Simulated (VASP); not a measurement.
# Li3Au: Au into a neighbouring Au vacancy, part 2 of 4

Aim: the barrier for one hop in Li3Au: Au into a neighbouring Au vacancy. The start is a cell from a database of measured crystal structures.

VASP 6.6.1; PBEsol; plane waves and PAW (Au, Li).

So far. Step 2 (Relax the host): The run ended after 3 ionic steps, 0.010 eV below its first step, once forces and stress met EDIFFG = -0.02.

## 3. Relax the start

System of this step: Li4Au. The cell holds 15 atoms: 3 Au and 12 Li. Cell: a = 6.231 Å, b = 6.231 Å, c = 6.231 Å, α = 90.0°, β = 90.0°, γ = 90.0°. It derives from Li3Au. Nearest the centre at fractional (0.250, 0.250, 0.000): Li9 at 1.56 Å, Li12 at 1.57 Å, Li6 at 2.20 Å, Li7 at 2.20 Å, Au1 at 2.22 Å, Li11 at 3.44 Å, Li15 at 3.47 Å, Li10 at 3.48 Å.

A path needs two true minima; the start is relaxed with symmetry off.

INCAR

```
SYSTEM = Li4Au
PREC = Normal
ENCUT = 280
EDIFF = 1E-05
NELM = 120
ISMEAR = 1
SIGMA = 0.15
LREAL = Auto
ALGO = Fast
GGA = PS
NBANDS = 37
LORBIT = 11
LWAVE = .FALSE.
LCHARG = .FALSE.
KPAR = 3
IBRION = 2
NSW = 60
ISIF = 2
EDIFFG = -0.05
POTIM = 0.4
MAXMIX = 40
ISYM = 0
```

POSCAR

```
Li4Au
1.0
    6.2311467720      0.0000000000      0.0000000000
    0.0000000000      6.2311467720      0.0000000000
    0.0000000000      0.0000000000      6.2311467720
Au Li
3 12
Direct
    0.5011092154      0.5026371330      0.0010605980
    0.4958172796      0.0029059045      0.5014327205
   -0.0017234492      0.5018652044      0.5011701615
    0.5009440718      0.5000912264      0.5017547749
   -0.0023637835     -0.0005228891      0.4984525503
    0.0019221059      0.5001274953     -0.0009386932
    0.4974903224     -0.0008255053      0.0000261338
    0.7491154023      0.7541535334      0.7532312650
    0.2412980304      0.2439368681      0.7494390372
    0.2486449030      0.7506857261      0.2506975343
    0.7567975891      0.2464307669      0.2487880080
    0.2565566474      0.2520757110      0.2521282226
    0.7483502030      0.7447102027      0.2505375086
    0.7503499006      0.2460605901      0.7478070596
    0.2497687627      0.7469676477      0.7496845846
```

KPOINTS

```
Automatic mesh
0
Monkhorst-Pack
3 3 3
0 0 0
```

Potentials, in the order of the species: Au and Li (PBE family, release 64).

Run with:

```sh
> mpirun -np 3 vasp_std
```

What it wrote:

```text
[banner, memory and clock lines left out]
running    3 mpi-ranks, on    1 nodes
 distrk:  each k-point on    1 cores,    3 groups
 distr:  one band on    1 cores,    1 groups

 POSCAR found type information on POSCAR AuLi
 POSCAR found :  2 types and      15 ions
 [... a notice as in an earlier step ...]

 LDA part: xc-table for (Slater+PW92), standard interpolation
 POSCAR, INCAR and KPOINTS ok, starting setup
 FFT: planning ... GRIDC
 FFT: planning ... GRID_SOFT
 FFT: planning ... GRID
 WAVECAR not read
 entering main loop
       N       E                     dE             d eps       ncg     rms          rms(c)
DAV:   1     0.989451437251E+02    0.98945E+02   -0.11664E+04  1036   0.596E+02
DAV:   2    -0.359755168831E+02   -0.13492E+03   -0.11753E+03  1260   0.125E+02
DAV:   3    -0.424318302816E+02   -0.64563E+01   -0.63466E+01  1238   0.267E+01
DAV:   4    -0.424899554095E+02   -0.58125E-01   -0.58040E-01  1256   0.291E+00
DAV:   5    -0.424910363579E+02   -0.10809E-02   -0.10809E-02  1211   0.396E-01    0.115E+01
RMM:   6    -0.393647813544E+02    0.31263E+01   -0.17406E+01  1036   0.162E+01    0.359E+00
RMM:   7    -0.391397741139E+02    0.22501E+00   -0.80715E-01  1036   0.319E+00    0.125E+00
RMM:   8    -0.390750234709E+02    0.64751E-01   -0.13145E-01  1039   0.114E+00    0.430E-01
RMM:   9    -0.390703584001E+02    0.46651E-02   -0.22705E-02  1047   0.585E-01    0.290E-01
RMM:  10    -0.390695921380E+02    0.76626E-03   -0.33180E-03  1042   0.219E-01    0.962E-02
RMM:  11    -0.390695542883E+02    0.37850E-04   -0.12706E-03  1070   0.132E-01    0.490E-02
RMM:  12    -0.390695642217E+02   -0.99334E-05   -0.21652E-04  1069   0.521E-02    0.230E-02
RMM:  13    -0.390695631827E+02    0.10390E-05   -0.22869E-05   772   0.171E-02
   1 F= -.39069563E+02 E0= -.39053063E+02  d E =-.390696E+02
 curvature:   0.00 expect dE= 0.000E+00 dE for cont linesearch  0.000E+00
 trial: gam= 0.00000 g(F)=  0.599E-02 g(S)=  0.000E+00 ort = 0.000E+00 (trialstep = 0.100E+01)
 search vector abs. value=  0.599E-02
 bond charge predicted
       N       E                     dE             d eps       ncg     rms          rms(c)
DAV:   1    -0.390751853775E+02   -0.56212E-02   -0.24363E-01  1176   0.172E+00    0.454E-02
RMM:   2    -0.390752081818E+02   -0.22804E-04   -0.24589E-03  1036   0.259E-01    0.242E-02
RMM:   3    -0.390752352101E+02   -0.27028E-04   -0.39337E-04  1054   0.103E-01    0.165E-02
RMM:   4    -0.390752332453E+02    0.19649E-05   -0.73059E-05  1045   0.405E-02
   2 F= -.39075233E+02 E0= -.39058840E+02  d E =-.567006E-02
[...]
3 F= -.39088478E+02 E0= -.39072586E+02  d E =-.189143E-01
[...]
4 F= -.39097366E+02 E0= -.39082821E+02  d E =-.278026E-01
[...]
5 F= -.39097542E+02 E0= -.39082714E+02  d E =-.279784E-01
[...]
6 F= -.39097580E+02 E0= -.39082835E+02  d E =-.280171E-01
 curvature:  -3.05 expect dE=-0.405E-02 dE for cont linesearch -0.113E-04
 trial: gam= 0.24635 g(F)=  0.133E-02 g(S)=  0.000E+00 ort =-0.149E-03 (trialstep = 0.264E+01)
 search vector abs. value=  0.162E-02
 bond charge predicted
       N       E                     dE             d eps       ncg     rms          rms(c)
DAV:   1    -0.391003605309E+02   -0.27842E-02   -0.27665E-01  1061   0.185E+00    0.566E-02
RMM:   2    -0.391002662353E+02    0.94296E-04   -0.31851E-03  1036   0.284E-01    0.179E-02
RMM:   3    -0.391002999276E+02   -0.33692E-04   -0.41878E-04  1041   0.109E-01    0.187E-02
RMM:   4    -0.391003129637E+02   -0.13036E-04   -0.97884E-05  1061   0.469E-02    0.229E-02
RMM:   5    -0.391003089468E+02    0.40169E-05   -0.73688E-05  1005   0.357E-02
   7 F= -.39100309E+02 E0= -.39085934E+02  d E =-.272862E-02
 trial-energy change:   -0.002729  1 .order   -0.002705   -0.003402   -0.002007
 step:   6.4352(harm=  6.4352)  dis= 0.01590  next Energy=   -39.101730 (dE=-0.415E-02)
 reached required accuracy - stopping structural energy minimisation
```

Wall time 17 s (3 MPI ranks of Intel Xeon 6975P-C (Granite Rapids), shared host); peak memory 0.49 GiB; 50 s of CPU time.

Parts of OUTCAR (step 3):

```text
 Found     14 irreducible k-points:

   k-points           NKPTS =     14   k-points in BZ     NKDIM =     14   number of bands    NBANDS=     37

   ENCUT  =  280.0 eV  20.58 Ry    4.54 a.u.   8.50  8.50  8.50*2*pi/ulx,y,z

   NELECT =      45.0000    total number of electrons

 E-fermi :   2.6728

 k-point     1 :       0.0000    0.0000    0.0000
  band No.  band energies     occupation
    ...
     18      -0.5560      2.00000
     19       1.5362      2.00000
     20       1.5371      2.00000
     21       1.5385      2.00000
     22       2.3152      2.00383
     23       2.7580      0.18968
     24       2.7583      0.18739
     25       2.7589      0.18404
     26       3.3669     -0.00000
     27       3.3692     -0.00000
    ...

 k-point     2 :       0.3333    0.0000    0.0000
  band No.  band energies     occupation
    ...
     20       1.8419      2.00000
     21       1.8431      2.00000
     22       2.5139      2.06047
     23       2.6453      1.30383
     24       2.6487      1.26802
     25       3.0757     -0.00097
     26       3.6935     -0.00000
     27       3.6967     -0.00000
     28       4.0706     -0.00000
     29       5.4821     -0.00000
    ...

  Total        0.9353938      0.9368441      0.9340139      0.0113217     -0.0107439      0.0357854
  in kB        6.1944268      6.2040312      6.1852886      0.0749752     -0.0711492      0.2369805
  external PRESSURE =       6.1945822 kB  Pullay stress =       0.0000000 kB

  energy-cutoff  :      280.00
  volume of cell :      241.94
      direct lattice vectors                 reciprocal lattice vectors
     6.231146772  0.000000000  0.000000000     0.160484103  0.000000000  0.000000000
     0.000000000  6.231146772  0.000000000     0.000000000  0.160484103  0.000000000
     0.000000000  0.000000000  6.231146772     0.000000000  0.000000000  0.160484103

 POSITION                                       TOTAL-FORCE (eV/Angst)
 -----------------------------------------------------------------------------------
      3.11202      3.10554      6.22369        -0.007264      0.014384      0.004404
      3.11674      6.22494      3.11744        -0.005536      0.020440     -0.001413
      6.22440      3.11332      3.12051        -0.005177      0.010987     -0.002250
      3.12559      3.10475      3.13700        -0.003197      0.012427     -0.003849
      6.22957      6.20894      3.09903        -0.009507      0.033529      0.015179
      0.00479      3.11705      6.22636        -0.005674      0.011515      0.009745
      3.10138      6.22963      0.00553        -0.002382      0.008326      0.004177
      4.65863      4.66666      4.66376        -0.016719     -0.016771     -0.006454
      1.55633      1.56213      4.66001         0.017931      0.010071     -0.025548
      1.57344      4.65375      1.58306         0.027570     -0.036602      0.003638
      4.66576      1.56742      1.56495        -0.027190      0.019388      0.027131
      1.58843      1.59973      1.59158         0.002236     -0.016781      0.011176
      4.63487      4.64387      1.58275        -0.005043     -0.030582     -0.005361
      4.64287      1.57961      4.65858         0.020844     -0.024402     -0.023145
      1.57746      4.64878      4.64777         0.019109     -0.015929     -0.007429
 -----------------------------------------------------------------------------------
    total drift:                                0.007414     -0.025236     -0.002117

  FREE ENERGIE OF THE ION-ELECTRON SYSTEM (eV)
  ---------------------------------------------------
  free  energy   TOTEN  =       -39.1003089468 eV

  energy  without entropy=      -39.0571853456  energy(sigma->0) =      -39.08593441

 total charge
# of ion       s       p       d       tot
------------------------------------------
    1        0.741   0.296   8.643   9.679
    2        0.741   0.295   8.643   9.679
    3        0.741   0.296   8.643   9.679
    4        0.119   0.133   0.000   0.252
    5        0.128   0.120   0.000   0.248
    6        0.128   0.120   0.000   0.248
    7        0.128   0.120   0.000   0.248
    8        0.131   0.156   0.000   0.287
    9        0.131   0.156   0.000   0.287
   10        0.131   0.156   0.000   0.287
   11        0.130   0.155   0.000   0.286
   12        0.132   0.158   0.000   0.290
   13        0.132   0.157   0.000   0.289
   14        0.132   0.158   0.000   0.290
   15        0.132   0.158   0.000   0.290
--------------------------------------------------
tot          3.779   2.634  25.928  32.341

[... 2 parts as in an earlier step ...]

[... 7 further parts left out ...]
```

CONTCAR:

```
Li4Au
   1.00000000000000
     6.2311467719999998    0.0000000000000000    0.0000000000000000
     0.0000000000000000    6.2311467719999998    0.0000000000000000
     0.0000000000000000    0.0000000000000000    6.2311467719999998
  Au              Li
     3    12
Direct
     0.4994294055202171    0.4983890013241794    0.9988040195997250
     0.5001873742458183    0.9990036776472407    0.5002988235528198
     0.9989169277534552    0.4996385582479078    0.5007918695662258
     0.5016067692900976    0.4982633874996937    0.5034380123373268
     0.9997467686665603    0.9964363344622214    0.4973453724993697
     0.0007687096035103    0.5002366671201269    0.9992322706478804
     0.4977219121125268    0.9997564084055913    0.0008882007689009
     0.7476353439781330    0.7489247697561944    0.7484597116119027
     0.2497665346193778    0.2506977655609653    0.7478568238073707
     0.2525123217137275    0.7468521368391736    0.2540562752172595
     0.7487802994384526    0.2515461131556496    0.2511499547870731
     0.2549169987834861    0.2567304793854688    0.2554228146439052
     0.7438235042687222    0.7452668812181618    0.2540066916021876
     0.7451066512221174    0.2535019161978737    0.7476279184394556
     0.2531576796837923    0.7460555183795579    0.7458927066185875
```

This run has no spin polarisation. Its electron count is odd, so without a moment it is a metal by construction.

Step by step:

```csv
step,energy less that of the first step (eV),largest force (eV/Å)
1,0.0000,0.1714
2,-0.0057,0.1557
3,-0.0189,0.1134
4,-0.0278,0.0920
5,-0.0280,0.0693
6,-0.0280,0.0728
7,-0.0307,0.0460
```

The atoms that moved most (Å):

```csv
atom,dx,dy,dz,length
Li9,0.053,0.042,-0.010,0.068
Li11,-0.050,0.032,0.015,0.061
Li14,-0.033,0.046,-0.001,0.057
Li8,-0.009,-0.033,-0.030,0.045
Li10,0.024,-0.024,0.021,0.040
Au2,0.027,-0.024,-0.007,0.037
Li12,-0.010,0.029,0.021,0.037
Li13,-0.028,0.003,0.022,0.036
```

Final coordinates:

```
Au Li
1.0
     6.23115    0.00000    0.00000
     0.00000    6.23115    0.00000
     0.00000    0.00000    6.23115
Au Li
3 12
Cartesian
  3.1120 3.1055 -0.0075
  3.1167 -0.0062 3.1174
  -0.0067 3.1133 3.1205
  3.1256 3.1048 3.1370
  -0.0016 -0.0222 3.0990
  0.0048 3.1170 -0.0048
  3.1014 -0.0015 0.0055
  4.6586 4.6667 4.6638
  1.5563 1.5621 4.6600
  1.5734 4.6537 1.5831
  4.6658 1.5674 1.5650
  1.5884 1.5997 1.5916
  4.6349 4.6439 1.5828
  4.6429 1.5796 4.6586
  1.5775 4.6488 4.6478
```

Numbers from this step:

```yaml
electronic_cycles: 42
electrons: 45
free_energy_toten: -39.10 eV
energy_at_zero_smearing: -39.09 eV
fermi_energy: 2.673 eV
```

The run ended after 7 ionic steps, 0.031 eV below its first step, once the forces on the free atoms met EDIFFG = -0.05.

[end of part 2 of 4]

[Lines on the potential files, build, host, timing and source positions are cut from VASP's logs without a mark.]

[Logs are printed without paths, hosts, clocks, repeated set-up lines and the standing remarks that a program may print on its own settings, such as how far it seeks lower states.]

[Hosts, paths, dates, database ids (printed as entryN), source tags and the programs' standing remarks are cut or masked in the printed files.]

[Runs that stopped without an error message from VASP are left out.]
